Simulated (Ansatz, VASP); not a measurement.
**WC (Qusongite): VASP beside Ansatz**

Aim: how closely do two programs agree when they are given the same cell, functional and k mesh? The cell is taken from a series of VASP runs on this material, whose earlier steps may have relaxed, scaled or displaced it; both programs get it as it stands.

Program: Ansatz 0.2.0. Level of theory: plane waves, with VASP 6.6.1 beside it; relaxation of cell and atoms at r2SCAN with rVV10. Results are calculated unless marked as measured.

### Step 1. Starting point

The structure is hexagonal, space group P-6m2 (No. 187). The conventional cell has a = 2.907 Å, b = 2.907 Å, c = 2.837 Å, α = 90.00°, β = 90.00°, γ = 120.00°. Nearest to W lie 6 C at 2.20 Å. Nearest to C lie 6 W at 2.20 Å. Farther neighbours are not listed.

### Step 2. VASP: relaxation of cell and atoms, r2SCAN with rVV10

The relaxed volume is the usual yardstick between codes: its relative difference is about their pressure difference at one cell divided by the bulk modulus.

Lines of VASP's logs that name or quote its potential files are left out, and so is its time.

File INCAR:

```
SYSTEM = WC
PREC = Accurate
ENCUT = 520
EDIFF = 1E-06
NELM = 100
ISMEAR = 0
SIGMA = 0.03
LREAL = .FALSE.
ALGO = Normal
METAGGA = R2SCAN
LUSE_VDW = .TRUE.
IVDW_NL = 2
BPARAM = 11.95
CPARAM = 0.0093
LASPH = .TRUE.
LORBIT = 11
LWAVE = .FALSE.
LCHARG = .FALSE.
KPAR = 2
IBRION = 2
NSW = 50
ISIF = 3
EDIFFG = -0.01
```

File POSCAR:

```
WC
1.0
    2.9065000000      0.0000000000      0.0000000000
   -1.4532500000      2.5171028361      0.0000000000
    0.0000000000      0.0000000000      2.8366000000
W C
1 1
Direct
    0.0000000000      0.0000000000      0.0000000000
    0.6666666667      0.3333333333      0.5000000000
```

File KPOINTS:

```
Automatic mesh
0
Gamma
8 8 8
0 0 0
```

The projector-augmented-wave data sets are W and C (PBE family, release 64).

On the command line:

```console
mpirun -np 2 vasp_std
```

Numbers of over 12 decimals in the logs are rounded to 6 here.

The program printed:

```text
[banner, memory and clock lines left out]
running    2 mpi-ranks, on    1 nodes
 distrk:  each k-point on    1 cores,    2 groups
 distr:  one band on    1 cores,    1 groups

 POSCAR found type information on POSCAR W C
 POSCAR found :  2 types and       2 ions
|                                                                             |
|               ----> ADVICE to this user running VASP <----                  |
|                                                                             |
|     You have switched on vdW-DFT.                                           |
|     This routine was written and supplied by Jiri Klimes. We recommend      |
|     that you carefully read and cite the following publications:            |
|       J. Klimes, D.R. Bowler, A. Michelides                                 |
|          J. Phys.: Cond Matt. 22 022201 (2010)                              |
|       J. Klimes, D.R. Bowler, A. Michelides                                 |
|          Phys. Rev. B. 83, 195131 (2011)                                    |
|     and references therein.                                                 |
|                                                                             |

|                                                                             |
|               ----> ADVICE to this user running VASP <----                  |
|                                                                             |
|     You enforced a specific xc type in the INCAR file but a different       |
|     [... a line on the potential file left out ...]
|     I HOPE YOU KNOW WHAT YOU ARE DOING!                                     |
|                                                                             |

 LDA part: xc-table for (None), standard interpolation
 POSCAR, INCAR and KPOINTS ok, starting setup
 FFT: planning ... GRIDC
 FFT: planning ... GRID_SOFT
 FFT: planning ... GRID
 WAVECAR not read
 entering main loop
       N       E                     dE             d eps       ncg     rms          rms(c)
Total rVV10 correction in eV:      0.1245602    14.7191048
Total rVV10 correction in eV:      0.1245602    14.7191048
DAV:   1    -0.114921789889E+02   -0.11492E+02   -0.53662E+03   908   0.104E+03
DAV:   2    -0.626986422053E+02   -0.51206E+02   -0.50062E+02  1165   0.239E+02
DAV:   3    -0.646494915803E+02   -0.19508E+01   -0.19288E+01  1176   0.368E+01
DAV:   4    -0.646792150612E+02   -0.29723E-01   -0.29548E-01  1222   0.386E+00
DAV:   5    -0.646795007102E+02   -0.28565E-03   -0.28558E-03  1119   0.288E-01    0.315E+01
Total rVV10 correction in eV:      0.1213882    14.7191048
Total rVV10 correction in eV:      0.1213882    14.7191048
DAV:   6    -0.616002464011E+02    0.30793E+01   -0.13212E+01  1088   0.247E+01    0.117E+01
Total rVV10 correction in eV:      0.1166224    14.7191048
Total rVV10 correction in eV:      0.1166224    14.7191048
DAV:   7    -0.616461340217E+02   -0.45888E-01   -0.40164E-01   933   0.645E+00    0.809E+00
Total rVV10 correction in eV:      0.1114984    14.7191048
Total rVV10 correction in eV:      0.1114984    14.7191048
DAV:   8    -0.616339489074E+02    0.12185E-01   -0.65757E-02  1039   0.218E+00    0.141E+00
Total rVV10 correction in eV:      0.1127369    14.7191048
Total rVV10 correction in eV:      0.1127369    14.7191048
DAV:   9    -0.616324104345E+02    0.15385E-02   -0.29625E-03   947   0.491E-01    0.355E-01
Total rVV10 correction in eV:      0.1130919    14.7191048
Total rVV10 correction in eV:      0.1130919    14.7191048
DAV:  10    -0.616325574929E+02   -0.14706E-03   -0.25734E-04  1163   0.149E-01    0.313E-02
Total rVV10 correction in eV:      0.1130793    14.7191048
Total rVV10 correction in eV:      0.1130793    14.7191048
DAV:  11    -0.616325528754E+02    0.46175E-05   -0.18138E-05  1052   0.341E-02    0.478E-03
Total rVV10 correction in eV:      0.1130875    14.7191048
Total rVV10 correction in eV:      0.1130875    14.7191048
DAV:  12    -0.616325517661E+02    0.11093E-05   -0.15085E-06   618   0.142E-02    0.101E-02
Total rVV10 correction in eV:      0.1130895    14.7191048
Total rVV10 correction in eV:      0.1130895    14.7191048
DAV:  13    -0.616325515698E+02    0.19626E-06   -0.66402E-08   470   0.285E-03
Total rVV10 correction in eV:      0.1130920    14.7191048
Total rVV10 correction in eV:      0.1130920    14.7191048
Total rVV10 correction in eV:      0.1130912    14.7191048
Total rVV10 correction in eV:      0.1130912    14.7191048
   1 F= -.61632552E+02 E0= -.61632356E+02  d E =-.616326E+02
[...]
2 F= -.61631211E+02 E0= -.61630957E+02  d E =0.134021E-02
[...]
3 F= -.61632843E+02 E0= -.61632642E+02  d E =-.291426E-03
[...]
4 F= -.61632819E+02 E0= -.61632614E+02  d E =0.239147E-04
 trial-energy change:    0.000024  1 .order    0.000019   -0.000084    0.000123
 step:   0.3224(harm=  0.3499)  dis= 0.00000  next Energy=   -61.632859 (dE=-0.156E-04)
 bond charge predicted
       N       E                     dE             d eps       ncg     rms          rms(c)
Total rVV10 correction in eV:      0.1130096    14.7191048
Total rVV10 correction in eV:      0.1130096    14.7191048
DAV:   1    -0.616328668293E+02   -0.47517E-04   -0.14177E-03   908   0.341E-01    0.526E-02
Total rVV10 correction in eV:      0.1129619    14.7191048
Total rVV10 correction in eV:      0.1129619    14.7191048
DAV:   2    -0.616328602467E+02    0.65827E-05   -0.28121E-05  1054   0.509E-02    0.395E-02
Total rVV10 correction in eV:      0.1129164    14.7191048
Total rVV10 correction in eV:      0.1129164    14.7191048
DAV:   3    -0.616328582241E+02    0.20226E-05   -0.87399E-06  1020   0.225E-02    0.325E-03
Total rVV10 correction in eV:      0.1129106    14.7191048
Total rVV10 correction in eV:      0.1129106    14.7191048
DAV:   4    -0.616328584110E+02   -0.18697E-06   -0.32446E-07   450   0.465E-03
Total rVV10 correction in eV:      0.1129119    14.7191048
Total rVV10 correction in eV:      0.1129119    14.7191048
Total rVV10 correction in eV:      0.1129116    14.7191048
Total rVV10 correction in eV:      0.1129116    14.7191048
   5 F= -.61632858E+02 E0= -.61632656E+02  d E =-.154153E-04
 curvature:  -0.19 expect dE=-0.263E-06 dE for cont linesearch -0.105E-06
 trial: gam=-0.08278 g(F)=  0.913E-47 g(S)=  0.142E-05 ort = 0.768E-05 (trialstep = 0.752E+00)
 search vector abs. value=  0.863E-06
 reached required accuracy - stopping structural energy minimisation
```

OUTCAR, selected parts (step 2):

```text
ion  position               nearest neighbor table
   1  0.000  0.000  0.000-   2 2.20   2 2.20   2 2.20   2 2.20   2 2.20   2 2.20
   2  0.667  0.333  0.500-   1 2.20   1 2.20   1 2.20   1 2.20   1 2.20   1 2.20

  LATTYP: Found a hexagonal cell.
 ALAT       =     2.9065000000
 C/A-ratio  =     0.9759504559

 Subroutine GETGRP returns: Found 12 space group operations
 (whereof 12 operations were pure point group operations)

The static configuration has the point symmetry D_3h.

 Found     50 irreducible k-points:

   k-points           NKPTS =     50   k-points in BZ     NKDIM =     50   number of bands    NBANDS=      9

   dimension x,y,z NGX =    24 NGY =   24 NGZ =   24
   dimension x,y,z NGXF=    48 NGYF=   48 NGZF=   48

   ENCUT  =  520.0 eV  38.22 Ry    6.18 a.u.   5.40  5.40  5.27*2*pi/ulx,y,z

   NELECT =      10.0000    total number of electrons

 k-points in reciprocal lattice and weights: Automatic mesh
   0.00000000  0.00000000  0.00000000       0.002
   0.12500000  0.00000000  0.00000000       0.012
   0.25000000  0.00000000  0.00000000       0.012
   0.37500000  0.00000000  0.00000000       0.012
   0.50000000  0.00000000  0.00000000       0.006
   0.12500000  0.12500000  0.00000000       0.012
   0.25000000  0.12500000  0.00000000       0.023
   0.37500000  0.12500000  0.00000000       0.023
   0.25000000  0.25000000  0.00000000       0.012
[...]
0.25000000  0.25000000  0.50000000       0.012
   0.37500000  0.25000000  0.50000000       0.012

 average (electrostatic) potential at core
       1 -42.9849       2 -48.1066

 E-fermi :   8.1955

 k-point     1 :       0.0000    0.0000    0.0000
  band No.  band energies     occupation
      1      -7.0583      2.00000
      2       3.6976      2.00000
      3       4.6915      2.00000
      4       4.6915      2.00000
      5       8.3719      0.00000
      6      11.5598      0.00000
      7      11.5598      0.00000
      8      14.2014      0.00000
      9      14.2014      0.00000

 k-point     2 :       0.1250    0.0000    0.0000
  band No.  band energies     occupation
      1      -6.6617      2.00000
      2       3.6416      2.00000
      3       4.3421      2.00000
      4       5.0824      2.00000
      5       7.3058      2.00000
      6      11.4147      0.00000
      7      12.7627      0.00000
      8      13.4015      0.00000
      9      13.9111      0.00000

 k-point     3 :       0.2500    0.0000    0.0000
  band No.  band energies     occupation
      1      -5.6122      2.00000
      2       2.4303      2.00000
      3       4.7855      2.00000
      4       5.8209      2.00000
      5       6.0955      2.00000
      6      11.0820      0.00000
      7      12.1772      0.00000
      8      13.3479      0.00000
      9      14.4306      0.00000

  Total        0.0046110      0.0046110      0.0040509      0.0000000      0.0000000      0.0000000
  in kB        0.3566349      0.3566349      0.3133119      0.0000000      0.0000000      0.0000000
  external PRESSURE =       0.3421939 kB  Pullay stress =       0.0000000 kB

  energy-cutoff  :      520.00
  volume of cell :       20.71
      direct lattice vectors                 reciprocal lattice vectors
     2.907042629 -0.000000000  0.000000000     0.343992204  0.198603991 -0.000000000
    -1.453521315  2.517572767  0.000000000     0.000000000  0.397207983 -0.000000000
    -0.000000000  0.000000000  2.830418575    -0.000000000 -0.000000000  0.353304634

 POSITION                                       TOTAL-FORCE (eV/Angst)
 -----------------------------------------------------------------------------------
     -0.00000      0.00000      2.83042         0.000000      0.000000      0.000000
      1.45352      0.83919      1.41521        -0.000000     -0.000000      0.000000
 -----------------------------------------------------------------------------------
    total drift:                                0.000000     -0.000000      0.000000

  FREE ENERGIE OF THE ION-ELECTRON SYSTEM (eV)
  ---------------------------------------------------
  free  energy   TOTEN  =       -61.6328584110 eV

  energy  without entropy=      -61.6324534859  energy(sigma->0) =      -61.63265595

 reached required accuracy - stopping structural energy minimisation

 total charge
# of ion       s       p       d       tot
------------------------------------------
    1        0.616   0.894   4.378   5.888
    2        0.872   1.565   0.000   2.437
--------------------------------------------------
tot          1.488   2.459   4.378   8.325

[... 3 further parts left out ...]
```

[end of part 1 of 2]

[Lines on the potential files, build, host, timing and source positions are cut from VASP's logs without a mark.]

[Logs are printed without paths, hosts, clocks, repeated set-up lines and the standing remarks that a program may print on its own settings, such as how far it seeks lower states.]

[Hosts, paths, dates, database ids (printed as entryN), source tags and the programs' standing remarks are cut or masked in the printed files.]
